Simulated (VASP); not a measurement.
# BaSnAu (P4/mmm) in VASP: single point with PBE

Aim: the single point of BaSnAu with PBE.

Everything below comes from runs of VASP 6.6.1. Logs are shortened: lines on timing, memory, paths and dates and some standing lists are left out, and cuts for length are marked.

## (1) The cell of the first run

It takes space group P4/mmm (No. 123, tetragonal). The conventional cell has a = 4.096 Å, b = 4.096 Å, c = 6.145 Å, α = 90.00°, β = 90.00°, γ = 90.00°. Ba (site symmetry 4/mmm) is surrounded by 2 Au at 3.07 Å. Around Sn (site symmetry 4/mmm) lie 4 Au at 2.90 Å. Around Au (site symmetry 4/mmm) lie 4 Sn at 2.90 Å and 2 Ba at 3.07 Å.

The cell was built by a generator and needn't be a form met in nature.

## (2) Single point, PBE (random cell by space group and Wyckoff sites (P4/mmm, No. 123))

INCAR

```
SYSTEM = BaSnAu
PREC = Accurate
ENCUT = 520
EDIFF = 1E-7
ISMEAR = 0
SIGMA = 0.1
LREAL = .FALSE.
LASPH = .TRUE.
NELM = 100
ALGO = Fast
ISIF = 2
LWAVE = .FALSE.
LCHARG = .TRUE.
GGA = PE
LELF = .TRUE.
LVHAR = .TRUE.
NBANDS = 24
```

KPOINTS

```
regular mesh
0
G
  12 12 8
  0 0 0
```

POSCAR

```
BaSnAu
1.0
    4.0959383957      0.0000000000      0.0000000000
    0.0000000000      4.0959383957      0.0000000000
    0.0000000000      0.0000000000      6.1451600785
Ba Sn Au
1 1 1
Direct
    0.0000000000      0.0000000000      0.0000000000
    0.5000000000      0.5000000000      0.5000000000
    0.0000000000      0.0000000000      0.5000000000
```

Potentials or basis: VASP PAW PBE potentials, release 64 (Ba_sv, Sn_d, Au).

Command:

```console
$ cat potpaw_PBE.64/Ba_sv/POTCAR potpaw_PBE.64/Sn_d/POTCAR potpaw_PBE.64/Au/POTCAR > POTCAR
$ mpirun -np 1 vasp_std > vasp.out
```

OUTCAR:

```text
SYSTEM = BaSnAu
   PREC = Accurate
   ENCUT = 520
   EDIFF = 1E-7
   ISMEAR = 0
   LREAL = .FALSE.
   LASPH = .TRUE.
   NELM = 100
   ISIF = 2
   GGA = PE

 ion  position               nearest neighbor table
   1  0.000  0.000  0.000-   3 3.07   3 3.07   2 4.22   2 4.22   2 4.22   2 4.22   2 4.22   2 4.22
                             2 4.22   2 4.22
   2  0.500  0.500  0.500-   3 2.90   3 2.90   3 2.90   3 2.90   1 4.22   1 4.22   1 4.22   1 4.22
                             1 4.22   1 4.22   1 4.22   1 4.22
   3  0.000  0.000  0.500-   2 2.90   2 2.90   2 2.90   2 2.90   1 3.07   1 3.07

  LATTYP: Found a simple tetragonal cell.
 ALAT       =     4.0959383957
 C/A-ratio  =     1.5003057871

  Lattice vectors:

 A1 = (   4.0959383957,   0.0000000000,   0.0000000000)
 A2 = (   0.0000000000,   4.0959383957,   0.0000000000)
 A3 = (   0.0000000000,   0.0000000000,   6.1451600785)

Analysis of symmetry for initial positions (statically):
=====================================================================
 Subroutine PRICEL returns:
 Original cell was already a primitive cell.

 Routine SETGRP: Setting up the symmetry group for a
 simple tetragonal supercell.

 Subroutine GETGRP returns: Found 16 space group operations
 (whereof 16 operations were pure point group operations)
 out of a pool of 16 trial point group operations.

The static configuration has the point symmetry D_4h.

Analysis of symmetry for dynamics (positions and initial velocities):
=====================================================================
 Subroutine PRICEL returns:
 Original cell was already a primitive cell.

 Routine SETGRP: Setting up the symmetry group for a
 simple tetragonal supercell.

 Subroutine GETGRP returns: Found 16 space group operations
 (whereof 16 operations were pure point group operations)
 out of a pool of 16 trial point group operations.

The dynamic configuration has the point symmetry D_4h.

 Subroutine INISYM returns: Found 16 space group operations
 (whereof 16 operations are pure point group operations),
 and found     1 'primitive' translations

----------------------------------------------------------------------------------------

                                     Primitive cell

  volume of cell :     103.0956

  direct lattice vectors                    reciprocal lattice vectors
     4.095938396  0.000000000  0.000000000     0.244144297  0.000000000  0.000000000
     0.000000000  4.095938396  0.000000000     0.000000000  0.244144297  0.000000000
     0.000000000  0.000000000  6.145160079     0.000000000  0.000000000  0.162729691

  length of vectors
     4.095938396  4.095938396  6.145160079     0.244144297  0.244144297  0.162729691

  position of ions in fractional coordinates (direct lattice)
     0.000000000  0.000000000  0.000000000
     0.500000000  0.500000000  0.500000000
     0.000000000  0.000000000  0.500000000

  ion indices of the primitive-cell ions
   primitive index   ion index
                 1           1
                 2           2
                 3           3

----------------------------------------------------------------------------------------

 KPOINTS: regular mesh

Automatic generation of k-mesh.
 Grid dimensions read from file:
 generate k-points for:   12   12    8

 Generating k-lattice:

  Cartesian coordinates                     Fractional coordinates (reciprocal lattice)
     0.020345358  0.000000000  0.000000000     0.083333333  0.000000000  0.000000000
     0.000000000  0.020345358  0.000000000     0.000000000  0.083333333  0.000000000
     0.000000000  0.000000000  0.020341211     0.000000000  0.000000000  0.125000000

  Length of vectors
     0.020345358  0.020345358  0.020341211

  Shift w.r.t. Gamma in fractional coordinates (k-lattice)
     0.000000000  0.000000000  0.000000000

 Subroutine IBZKPT returns following result:
 ===========================================

 Found    140 irreducible k-points:

 Following reciprocal coordinates:
            Coordinates               Weight
  0.000000  0.000000  0.000000      1.000000
  0.083333  0.000000  0.000000      4.000000
  0.166667  0.000000  0.000000      4.000000
  0.250000  0.000000  0.000000      4.000000
  0.333333  0.000000  0.000000      4.000000
  0.416667  0.000000  0.000000      4.000000
[... 16 lines left out ...]
  0.333333  0.333333  0.000000      4.000000
  0.416667  0.333333  0.000000      8.000000
 [... further k-points ...]
   k-points           NKPTS =    140   k-points in BZ     NKDIM =    140   number of bands    NBANDS=     24
   number of dos      NEDOS =    301   number of ions     NIONS =      3
   total plane-waves  NPLWV =  43200
   dimension x,y,z NGX =    30 NGY =   30 NGZ =   48
   dimension x,y,z NGXF=    60 NGYF=   60 NGZF=   96
   ions per type =               1   1   1
   NGX,Y,Z   is equivalent  to a cutoff of  12.18, 12.18, 12.99 a.u.
   NGXF,Y,Z  is equivalent  to a cutoff of  24.35, 24.35, 25.97 a.u.
 SYSTEM =  BaSnAu
   PREC   = accura    normal or accurate (medium, high low for compatibility)
   ISTART =      0    job   : 0-new  1-cont  2-samecut
   ICHARG =      2    charge: 1-file 2-atom 10-const
   ISPIN  =      1    spin polarized calculation?
   LNONCOLLINEAR =      F non collinear calculations
   LSORBIT =      F    spin-orbit coupling
   LASPH  =      T    aspherical Exc in radial PAW
   ENCUT  =  520.0 eV  38.22 Ry    6.18 a.u.   7.62  7.62 11.43*2*pi/ulx,y,z
   NELM   =    100;   NELMIN=  2; NELMDL= -5     # of ELM steps
   EDIFF  = 0.1E-06   stopping-criterion for ELM
   LREAL  =      F    real-space projection
   EDIFFG = 0.1E-05   stopping-criterion for IOM
   NSW    =      0    number of steps for IOM
   IBRION =     -1    ionic relax: 0-MD 1-quasi-New 2-CG
   NFREE  =      0    steps in history (QN), initial steepest desc. (CG)
   ISIF   =      2    stress and relaxation
   ISYM   =      2    0-nonsym 1-usesym 2-fastsym
   POTIM  = 0.5000    time-step for ionic-motion
   TEBEG  =    0.0;   TEEND  =   0.0 temperature during run
   PSTRESS=    0.0 pullay stress
   NELECT =      35.0000    total number of electrons
   NUPDOWN=      -1.0000    fix difference up-down
   EMIN   =  10.00;   EMAX   =-10.00  energy-range for DOS
   EFERMI =   0.00;   METHOD = LEGACY
   ISMEAR =     0;   SIGMA  =   0.10  broadening in eV -4-tet -1-fermi 0-gaus
   EFERMI_NEDOS =   21; number of points for ismear=-14 and -15
   IALGO  =     68    algorithm
   IMIX   =      4    mixing-type and parameters
     AMIX     =   0.40;   BMIX     =  1.00
     AMIX_MAG =   1.60;   BMIX_MAG =  1.00
  volume/ion in A,a.u.               =      34.37       231.91
  Fermi-wavevector in a.u.,A,eV,Ry     =   1.142048  2.158157 17.745705  1.304272
  Thomas-Fermi vector in A             =   2.278746
   LORBIT       =      0    0 simple, 1 ext, 2 COOP (PROOUT), +10 PAW based schemes
   GGA     = PE    functional components
   LHFCALC =     F    Hartree Fock is set to
   AEXX    =    0.0000 exact exchange contribution
   IVDW    =     0    specifies the selected vdW correction
   LEPSILON=     F    determine dielectric tensor
   LRPA    =     F    only Hartree local field effects (RPA)
 non-spin polarized calculation
 RMM-DIIS sequential band-by-band and
 Gauss-broadening in eV      SIGMA  =   0.10
  energy-cutoff  :      520.00
  volume of cell :      103.10
 maximum number of plane-waves:      2799
   NGX = 15   NGY = 15   NGZ = 23

 number of electron      34.9999997 magnetization

 Free energy of the ion-electron system (eV)
  ---------------------------------------------------
  ext. energy  EPLUGINS =         0.00000000
  ---------------------------------------------------
  free energy    TOTEN  =        -9.95355063 eV

  energy without entropy =       -9.94859815  energy(sigma->0) =       -9.95107439

 E-fermi :   4.6852     XC(G=0):  -9.1611

 val. band max:        4.6600942956   @ k =   0.4167   0.2500   0.1250
 cond. band min:       4.6993549892   @ k =   0.5000   0.2500   0.0000
 fundamental gap:      0.0392606936
 Fermi energy:         4.6851822122

 k-point     1 :       0.0000    0.0000    0.0000
  band No.  band energies     occupation
      1     -24.2649      2.00000
      2     -16.5917      2.00000
      3     -16.5746      2.00000
      4     -16.5187      2.00000
      5     -16.5137      2.00000
      6     -16.5137      2.00000
[... 16 lines left out ...]
     23       8.5059      0.00000
     24       9.3109      0.00000

 k-point     2 :       0.0833    0.0000    0.0000
  band No.  band energies     occupation
      1     -24.2623      2.00000
      2     -16.5912      2.00000
      3     -16.5732      2.00000
      4     -16.5179      2.00000
      5     -16.5141      2.00000
      6     -16.5136      2.00000
[... 16 lines left out ...]
     23       8.5292      0.00000
     24       9.1323      0.00000

 k-point     3 :       0.1667    0.0000    0.0000
  band No.  band energies     occupation
      1     -24.2552      2.00000
      2     -16.5897      2.00000
      3     -16.5697      2.00000
      4     -16.5157      2.00000
      5     -16.5152      2.00000
      6     -16.5134      2.00000
[... 16 lines left out ...]
     23       8.5956      0.00000
     24       8.7398      0.00000

 k-point     4 :       0.2500    0.0000    0.0000
  band No.  band energies     occupation
      1     -24.2455      2.00000
      2     -16.5876      2.00000
      3     -16.5650      2.00000
      4     -16.5167      2.00000
      5     -16.5131      2.00000
      6     -16.5124      2.00000
[... 16 lines left out ...]
     23       8.6827      0.00000
     24       8.6930      0.00000

 k-point     5 :       0.3333    0.0000    0.0000
  band No.  band energies     occupation
      1     -24.2358      2.00000
      2     -16.5856      2.00000
      3     -16.5606      2.00000
      4     -16.5183      2.00000
      5     -16.5128      2.00000
      6     -16.5088      2.00000
[... 16 lines left out ...]
     23       8.7998      0.00000
     24       9.2061      0.00000

 k-point     6 :       0.4167    0.0000    0.0000
  band No.  band energies     occupation
      1     -24.2287      2.00000
      2     -16.5842      2.00000
      3     -16.5575      2.00000
      4     -16.5194      2.00000
      5     -16.5126      2.00000
      6     -16.5060      2.00000
[... 16 lines left out ...]
     23       8.8874      0.00000
     24       9.3832      0.00000
[... 379 lines left out ...]
 k-point    21 :       0.4167    0.2500    0.0000
  band No.  band energies     occupation
      1     -24.2098      2.00000
      2     -16.5932      2.00000
      3     -16.5474      2.00000
      4     -16.5194      2.00000
      5     -16.5163      2.00000
      6     -16.5059      2.00000
[... 16 lines left out ...]
     23       8.0285      0.00000
     24       8.9577      0.00000

 k-point    22 :       0.5000    0.2500    0.0000
  band No.  band energies     occupation
      1     -24.2072      2.00000
      2     -16.5936      2.00000
      3     -16.5463      2.00000
      4     -16.5198      2.00000
      5     -16.5162      2.00000
      6     -16.5053      2.00000
[... 16 lines left out ...]
     23       7.8340      0.00000
     24       9.2782      0.00000

 k-point    23 :       0.3333    0.3333    0.0000
  band No.  band energies     occupation
      1     -24.2074      2.00000
      2     -16.5955      2.00000
      3     -16.5459      2.00000
      4     -16.5183      2.00000
      5     -16.5179      2.00000
      6     -16.5064      2.00000
[... 16 lines left out ...]
     23       7.9084      0.00000
     24       8.2546      0.00000

 k-point    24 :       0.4167    0.3333    0.0000
  band No.  band energies     occupation
      1     -24.2004      2.00000
      2     -16.5977      2.00000
      3     -16.5426      2.00000
      4     -16.5194      2.00000
      5     -16.5181      2.00000
      6     -16.5056      2.00000
[... 16 lines left out ...]
     23       8.0548      0.00000
     24       9.1378      0.00000

 [... further k-points ...]

------------------------ aborting loop because EDIFF is reached ----------------------------------------

  FORCE on cell =-STRESS in cart. coord.  units (eV):
  Direction    XX          YY          ZZ          XY          YZ          ZX
  --------------------------------------------------------------------------------------
  -------------------------------------------------------------------------------------
  Total        0.0024548      0.0024548      0.5953340      0.0000000      0.0000000      0.0000000
  in kB        0.0381492      0.0381492      9.2519068      0.0000000      0.0000000      0.0000000
  external PRESSURE =       3.1094018 kB  Pullay stress =       0.0000000 kB

 VOLUME and BASIS-vectors are now :
 -----------------------------------------------------------------------------
  energy-cutoff  :      520.00
  volume of cell :      103.10
      direct lattice vectors                 reciprocal lattice vectors
     4.095938396  0.000000000  0.000000000     0.244144297  0.000000000  0.000000000
     0.000000000  4.095938396  0.000000000     0.000000000  0.244144297  0.000000000
     0.000000000  0.000000000  6.145160079     0.000000000  0.000000000  0.162729691

 POSITION                                       TOTAL-FORCE (eV/Angst)
 -----------------------------------------------------------------------------------
      0.00000      0.00000      0.00000         0.000000      0.000000      0.000000
      2.04797      2.04797      3.07258         0.000000      0.000000      0.000000
      0.00000      0.00000      3.07258         0.000000      0.000000      0.000000
 -----------------------------------------------------------------------------------
    total drift:                                0.000000      0.000000      0.000000

  FREE ENERGIE OF THE ION-ELECTRON SYSTEM (eV)
  ---------------------------------------------------
  free  energy   TOTEN  =        -9.9535506281 eV

  energy  without entropy=       -9.9485981532  energy(sigma->0) =       -9.95107439
```

It took 11 min on 1 thread of Intel Xeon Platinum 8559C (Emerald Rapids), shared host; peak memory 0.5 GiB.

What came out:

| Item | Value |
| --- | --- |
| Free energy | -9.9536 eV |
| Pressure | 0.3 GPa |
| Band gap on the k mesh | none (metal or under the smearing width) |

Stress tensor (GPa, compression positive):
```
0.00 0.00 0.00
0.00 0.00 0.00
0.00 0.00 0.93
```

Spin-orbit coupling is left out, which matters for the levels of Au, Ba.
